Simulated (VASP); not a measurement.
Input:

```xyz
2
Lattice="0.0000 2.6466 2.6466 2.6466 0.0000 2.6466 2.6466 2.6466 0.0000" Properties=species:S:1:pos:R:3 pbc="T T T"
Eu     0.0000     0.0000     0.0000
S      2.6466     2.6466     2.6466
```

The numbers are results of PBEsol GGA, VASP's PBE PAW potentials (set 64) (plane waves; VASP 6.6.1), not measurements. Run with 480 eV cut-off, 8×8×8 Γ-centred mesh, Gaussian smearing of 0.050 eV, potentials Eu_2 S.

The 4f electrons are frozen in the core of the lanthanide potential, so 4f levels, which can set the real gap, and their magnetism are missing.

What does the run give for the energy per atom (σ→0), pressure, band gap (on the k-mesh) with the smallest direct gap where there is one?

```json
{
  "band gap (on the k-mesh)": "0.64 eV",
  "smallest direct gap (on the k-mesh)": "0.90 eV",
  "energy per atom (σ→0)": "-5.251 eV/atom",
  "pressure": "30.01 GPa"
}
```

The compound is EuS in the rock salt structure. It was relaxed first under an external pressure of 30 GPa.
